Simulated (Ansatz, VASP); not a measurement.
# Cross-check of Ga2O3 between VASP and Ansatz

One calculation is typed for both programs; each brings its own data sets. How far apart do they land? The cell is taken from a series of runs on this material, whose earlier steps may have relaxed, scaled, displaced or heated it; both programs get it as it stands.

Method: plane waves, with VASP 6.6.1 beside it; r2SCAN with rVV10 and r2SCAN with D4, in Ansatz 0.2.0.

## (1) Starting point

Symmetry: C2/m, No. 12, monoclinic system. Conventional cell: a = 11.879 Å, b = 2.954 Å, c = 5.639 Å, α = 90.00°, β = 103.83°, γ = 90.00°. Nearest to Ga lie 4 O at 1.79 to 1.82 Å. Nearest to Ga lie 6 O at 1.88 to 2.00 Å. Nearest to O lie 3 Ga at 1.79 to 1.90 Å. O has 4 Ga at 1.82 to 2.00 Å nearest. Nearest to O lie 3 Ga at 1.80 to 1.88 Å. Farther neighbours and most contacts between anions are not listed.

Coordinates:

```
Ga O
1.0
     5.93960   -1.47692    0.00000
     5.93960    1.47692    0.00000
    -1.34800    0.00000    5.47568
Ga O
4 6
Direct
  0.09260 0.09260 0.79662
  0.90740 0.90740 0.20338
  0.66026 0.66026 0.31264
  0.33974 0.33974 0.68736
  0.17434 0.17434 0.10860
  0.82566 0.82566 0.89140
  0.17053 0.17053 0.55622
  0.82947 0.82947 0.44378
  0.49732 0.49732 0.24989
  0.50268 0.50268 0.75011
```

## (2) VASP: single point, r2SCAN with rVV10

With cell and atoms fixed, the geometry can't cause a difference; cores, projectors, grids and the points listed under the comparison can.

Lines of VASP's logs that name or quote its potential files are left out, and so is its time.

The input, INCAR:

```
SYSTEM = Ga2O3
PREC = Accurate
ENCUT = 580
EDIFF = 1E-06
NELM = 120
ISMEAR = 0
SIGMA = 0.01
LREAL = .FALSE.
ALGO = Normal
METAGGA = R2SCAN
LUSE_VDW = .TRUE.
IVDW_NL = 2
BPARAM = 11.95
CPARAM = 0.0093
LASPH = .TRUE.
NBANDS = 54
LORBIT = 11
LWAVE = .FALSE.
LCHARG = .FALSE.
ISIF = 2
GGA_COMPAT = .FALSE.
EFERMI = MIDGAP
LMIXTAU = .TRUE.
KPAR = 2
```

The input, POSCAR:

```
Ga2O3
1.0
    5.9395999617     -1.4769247621      0.0000000000
    5.9395999617      1.4769247621      0.0000000000
   -1.3479973174      0.0000000000      5.4756835920
Ga O
4 6
Direct
    0.0925999429      0.0925999429      0.7966232175
    0.9074000571      0.9074000571      0.2033767825
    0.6602556213      0.6602556213      0.3126433584
    0.3397443787      0.3397443787      0.6873566416
    0.1743389585      0.1743389585      0.1086025894
    0.8256610415      0.8256610415      0.8913974106
    0.1705344181      0.1705344181      0.5562178271
    0.8294655819      0.8294655819      0.4437821729
    0.4973249536      0.4973249536      0.2498895197
    0.5026750464      0.5026750464      0.7501104803
```

The input, KPOINTS:

```
Automatic mesh
0
Gamma
8 8 4
0 0 0
```

PAW data sets: Ga_d and O (PBE family, release 64).

Started as:

```bash
$ mpirun -np 2 vasp_std
```

Numbers of over 12 decimals in the logs are rounded to 6 here.

What it wrote:

```text
[banner, memory and clock lines left out]
running    2 mpi-ranks, on    1 nodes
 distrk:  each k-point on    1 cores,    2 groups
 distr:  one band on    1 cores,    1 groups

 POSCAR found type information on POSCAR GaO
 POSCAR found :  2 types and      10 ions
|                                                                             |
|               ----> ADVICE to this user running VASP <----                  |
|                                                                             |
|     You have switched on vdW-DFT.                                           |
|     This routine was written and supplied by Jiri Klimes. We recommend      |
|     that you carefully read and cite the following publications:            |
|       J. Klimes, D.R. Bowler, A. Michelides                                 |
|          J. Phys.: Cond Matt. 22 022201 (2010)                              |
|       J. Klimes, D.R. Bowler, A. Michelides                                 |
|          Phys. Rev. B. 83, 195131 (2011)                                    |
|     and references therein.                                                 |
|                                                                             |

|                                                                             |
|               ----> ADVICE to this user running VASP <----                  |
|                                                                             |
|     You enforced a specific xc type in the INCAR file but a different       |
|     [... a line on the potential file left out ...]
|     I HOPE YOU KNOW WHAT YOU ARE DOING!                                     |
|                                                                             |

 LDA part: xc-table for (None), standard interpolation
 POSCAR, INCAR and KPOINTS ok, starting setup
 FFT: planning ... GRIDC
 FFT: planning ... GRID_SOFT
 FFT: planning ... GRID
 WAVECAR not read
 entering main loop
       N       E                     dE             d eps       ncg     rms          rms(c)
Total rVV10 correction in eV:      2.2329264    93.3369985
Total rVV10 correction in eV:      2.2329264    93.3369985
DAV:   1     0.124826350553E+04    0.12483E+04   -0.43599E+04 10068   0.336E+03
DAV:   2     0.164967974733E+03   -0.10833E+04   -0.10206E+04  8560   0.885E+02
DAV:   3    -0.103611047197E+03   -0.26858E+03   -0.26110E+03  9676   0.284E+02
DAV:   4    -0.125259136350E+03   -0.21648E+02   -0.21423E+02 10182   0.867E+01
DAV:   5    -0.126075227658E+03   -0.81609E+00   -0.81447E+00 11200   0.173E+01    0.163E+01
Total rVV10 correction in eV:      2.3527408    93.3369990
Total rVV10 correction in eV:      2.3527408    93.3369990
DAV:   6    -0.105724970533E+03    0.20350E+02   -0.19119E+01 14442   0.638E+01    0.466E+00
Total rVV10 correction in eV:      2.3929592    93.3369990
Total rVV10 correction in eV:      2.3929592    93.3369990
DAV:   7    -0.978954932504E+02    0.78295E+01   -0.41141E+00 11332   0.145E+01    0.320E+00
Total rVV10 correction in eV:      2.4621650    93.3369990
Total rVV10 correction in eV:      2.4621650    93.3369990
DAV:   8    -0.109159356437E+03   -0.11264E+02   -0.50299E+00 13060   0.289E+01    0.224E+00
Total rVV10 correction in eV:      2.4457365    93.3369990
Total rVV10 correction in eV:      2.4457365    93.3369990
DAV:   9    -0.103057299939E+03    0.61021E+01   -0.12092E+00 10208   0.134E+01    0.119E+00
Total rVV10 correction in eV:      2.4316098    93.3369990
Total rVV10 correction in eV:      2.4316098    93.3369990
DAV:  10    -0.997464234685E+02    0.33109E+01   -0.80847E-01  8754   0.628E+00    0.510E-01
Total rVV10 correction in eV:      2.4329358    93.3369990
Total rVV10 correction in eV:      2.4329358    93.3369990
DAV:  11    -0.992980487749E+02    0.44837E+00   -0.91197E-01  8654   0.694E+00    0.200E-01
Total rVV10 correction in eV:      2.4341543    93.3369990
Total rVV10 correction in eV:      2.4341543    93.3369990
DAV:  12    -0.993866982772E+02   -0.88650E-01   -0.70122E-02 11212   0.195E+00    0.220E-01
Total rVV10 correction in eV:      2.4355182    93.3369990
Total rVV10 correction in eV:      2.4355182    93.3369990
DAV:  13    -0.993573640437E+02    0.29334E-01   -0.80162E-03 10544   0.152E+00    0.181E-01
Total rVV10 correction in eV:      2.4404184    93.3369990
Total rVV10 correction in eV:      2.4404184    93.3369990
DAV:  14    -0.993965838535E+02   -0.39220E-01   -0.27017E-02 12476   0.241E+00    0.867E-02
Total rVV10 correction in eV:      2.4403352    93.3369990
Total rVV10 correction in eV:      2.4403352    93.3369990
DAV:  15    -0.994004652645E+02   -0.38814E-02   -0.52989E-03 10824   0.852E-01    0.567E-02
Total rVV10 correction in eV:      2.4409092    93.3369990
Total rVV10 correction in eV:      2.4409092    93.3369990
DAV:  16    -0.994011523471E+02   -0.68708E-03   -0.57451E-04 12110   0.277E-01    0.325E-02
Total rVV10 correction in eV:      2.4407766    93.3369990
Total rVV10 correction in eV:      2.4407766    93.3369990
DAV:  17    -0.993998040607E+02    0.13483E-02   -0.68400E-04 10180   0.298E-01    0.151E-02
Total rVV10 correction in eV:      2.4407700    93.3369990
Total rVV10 correction in eV:      2.4407700    93.3369990
DAV:  18    -0.994010660411E+02   -0.12620E-02   -0.47933E-04 11500   0.281E-01    0.859E-03
Total rVV10 correction in eV:      2.4408756    93.3369990
Total rVV10 correction in eV:      2.4408756    93.3369990
DAV:  19    -0.994011318316E+02   -0.65791E-04   -0.14111E-04  9330   0.909E-02    0.587E-03
Total rVV10 correction in eV:      2.4408236    93.3369990
Total rVV10 correction in eV:      2.4408236    93.3369990
DAV:  20    -0.994011763735E+02   -0.44542E-04   -0.21960E-05  9262   0.358E-02    0.582E-03
Total rVV10 correction in eV:      2.4407753    93.3369990
Total rVV10 correction in eV:      2.4407753    93.3369990
DAV:  21    -0.994011775710E+02   -0.11976E-05   -0.22989E-06  8172   0.683E-02    0.252E-03
Total rVV10 correction in eV:      2.4407090    93.3369990
Total rVV10 correction in eV:      2.4407090    93.3369990
DAV:  22    -0.994011781375E+02   -0.56645E-06   -0.51257E-06  8016   0.249E-02
Total rVV10 correction in eV:      2.4407440    93.3369990
Total rVV10 correction in eV:      2.4407440    93.3369990
Total rVV10 correction in eV:      2.4407095    93.3369990
Total rVV10 correction in eV:      2.4407095    93.3369990
   1 F= -.99401178E+02 E0= -.99401178E+02  d E =0.000000E+00
```

Parts of OUTCAR (step 2):

```text
ion  position               nearest neighbor table
   1  0.093  0.093  0.797-   5 1.79  10 1.80  10 1.80   7 1.82
   2  0.907  0.907  0.203-   6 1.79   9 1.80   9 1.80   8 1.82
   3  0.660  0.660  0.313-   9 1.88   5 1.90   5 1.90   8 1.97   7 2.00   7 2.00
   4  0.340  0.340  0.687-  10 1.88   6 1.90   6 1.90   7 1.97   8 2.00   8 2.00
   5  0.174  0.174  0.109-   1 1.79   3 1.90   3 1.90
   6  0.826  0.826  0.891-   2 1.79   4 1.90   4 1.90
   7  0.171  0.171  0.556-   1 1.82   4 1.97   3 2.00   3 2.00
   8  0.829  0.829  0.444-   2 1.82   3 1.97   4 2.00   4 2.00
   9  0.497  0.497  0.250-   2 1.80   2 1.80   3 1.88
  10  0.503  0.503  0.750-   1 1.80   1 1.80   4 1.88

  LATTYP: Found a base centered monoclinic cell.
 ALAT       =    11.8791999234
 B/A-ratio  =     0.2486572785
 C/A-ratio  =     0.4747093502
 COS(beta)  =    -0.2390419102

 Subroutine GETGRP returns: Found  4 space group operations
 (whereof  4 operations were pure point group operations)

The static configuration has the point symmetry C_2h.

 Found     78 irreducible k-points:

   k-points           NKPTS =     78   k-points in BZ     NKDIM =     78   number of bands    NBANDS=     54

   dimension x,y,z NGX =    48 NGY =   48 NGZ =   48
   dimension x,y,z NGXF=    96 NGYF=   96 NGZF=   96

   ENCUT  =  580.0 eV  42.63 Ry    6.53 a.u.  12.02 12.02 11.07*2*pi/ulx,y,z

   NELECT =      88.0000    total number of electrons

 k-points in reciprocal lattice and weights: Automatic mesh
   0.00000000  0.00000000  0.00000000       0.004
   0.12500000  0.00000000  0.00000000       0.016
   0.25000000  0.00000000  0.00000000       0.016
   0.37500000  0.00000000  0.00000000       0.016
   0.50000000  0.00000000  0.00000000       0.008
   0.12500000  0.12500000  0.00000000       0.008
   0.25000000  0.12500000  0.00000000       0.016
   0.37500000  0.12500000  0.00000000       0.016
   0.50000000  0.12500000  0.00000000       0.016
[...]
-0.37500000  0.37500000  0.50000000       0.008
   0.50000000  0.50000000  0.50000000       0.004

 average (electrostatic) potential at core
       1 -68.1710       2 -68.1710       3 -67.9590       4 -67.9590       5 -72.5877
       6 -72.5877       7 -73.0921       8 -73.0921       9 -72.9655      10 -72.9655

 E-fermi :   6.1717

 k-point     1 :       0.0000    0.0000    0.0000
  band No.  band energies     occupation
    ...
     40       3.6407      2.00000
     41       3.6800      2.00000
     42       3.7701      2.00000
     43       4.0332      2.00000
     44       4.3129      2.00000
     45       8.0162      0.00000
     46      11.2326      0.00000
     47      12.1644      0.00000
     48      12.6769      0.00000
     49      13.3355      0.00000
    ...

 k-point     2 :       0.1250    0.0000    0.0000
  band No.  band energies     occupation
    ...
     40       3.3240      2.00000
     41       3.4040      2.00000
     42       3.6551      2.00000
     43       3.9355      2.00000
     44       4.3126      2.00000
     45       8.8383      0.00000
     46      11.5124      0.00000
     47      12.7115      0.00000
     48      13.0327      0.00000
     49      13.8303      0.00000
    ...

 k-point     3 :       0.2500    0.0000    0.0000
  band No.  band energies     occupation
    ...
     40       3.1074      2.00000
     41       3.2390      2.00000
     42       3.3942      2.00000
     43       3.7575      2.00000
     44       4.2725      2.00000
     45      10.3922      0.00000
     46      11.8498      0.00000
     47      12.9471      0.00000
     48      13.8152      0.00000
     49      14.0085      0.00000
    ...

  Total       10.9604282     12.2751113     12.6479319      0.0000000      0.0000000     -0.0506356
  in kB      182.7907419    204.7161528    210.9338076      0.0000000      0.0000000     -0.8444673
  external PRESSURE =     199.4802341 kB  Pullay stress =       0.0000000 kB

  energy-cutoff  :      580.00
  volume of cell :       96.07
      direct lattice vectors                 reciprocal lattice vectors
     5.939599962 -1.476924762  0.000000000     0.084180753 -0.338541280  0.020723518
     5.939599962  1.476924762  0.000000000     0.084180753  0.338541280  0.020723518
    -1.347997317  0.000000000  5.475683592     0.000000000  0.000000000  0.182625600

 POSITION                                       TOTAL-FORCE (eV/Angst)
 -----------------------------------------------------------------------------------
      0.02617      0.00000      4.36206         0.020182      0.000000     -0.013208
     10.50504      0.00000      1.11363        -0.020182      0.000000      0.013208
      7.42187      0.00000      1.71194        -0.006895      0.000000      0.053505
      3.10934      0.00000      3.76375         0.006895      0.000000     -0.053505
      1.92461      0.00000      0.59467         0.108521      0.000000      0.037539
      8.60659      0.00000      4.88101        -0.108521      0.000000     -0.037539
      1.27603      0.00000      3.04567         0.030712      0.000000     -0.072930
      9.25517      0.00000      2.43001        -0.030712      0.000000      0.072930
      5.57097      0.00000      1.36832         0.086352      0.000000      0.028406
      4.96023      0.00000      4.10737        -0.086352      0.000000     -0.028406
 -----------------------------------------------------------------------------------
    total drift:                                0.000000      0.000000      0.000000

  FREE ENERGIE OF THE ION-ELECTRON SYSTEM (eV)
  ---------------------------------------------------
  free  energy   TOTEN  =       -99.4011781375 eV

  energy  without entropy=      -99.4011781375  energy(sigma->0) =      -99.40117814

 total charge
# of ion       s       p       d       tot
------------------------------------------
    1        0.716   0.934  10.350  12.000
    2        0.716   0.934  10.350  12.000
    3        0.633   0.782  10.339  11.754
    4        0.633   0.782  10.339  11.754
    5        1.558   3.585   0.000   5.143
    6        1.558   3.585   0.000   5.143
    7        1.560   3.601   0.000   5.161
    8        1.560   3.601   0.000   5.161
    9        1.553   3.618   0.000   5.171
   10        1.553   3.618   0.000   5.171
--------------------------------------------------
tot         12.039  25.040  41.378  78.457

[... 3 further parts left out ...]
```

The run ends at a pressure of 19.95 GPa, with forces up to 0.11 eV/Å.

[end of part 1 of 2]

[Lines on the potential files, build, host, timing and source positions are cut from VASP's logs without a mark.]

[Logs are printed without paths, hosts, clocks, repeated set-up lines and the standing remarks that a program may print on its own settings, such as how far it seeks lower states.]

[Hosts, paths, dates, database ids (printed as entryN), source tags and the programs' standing remarks are cut or masked in the printed files.]
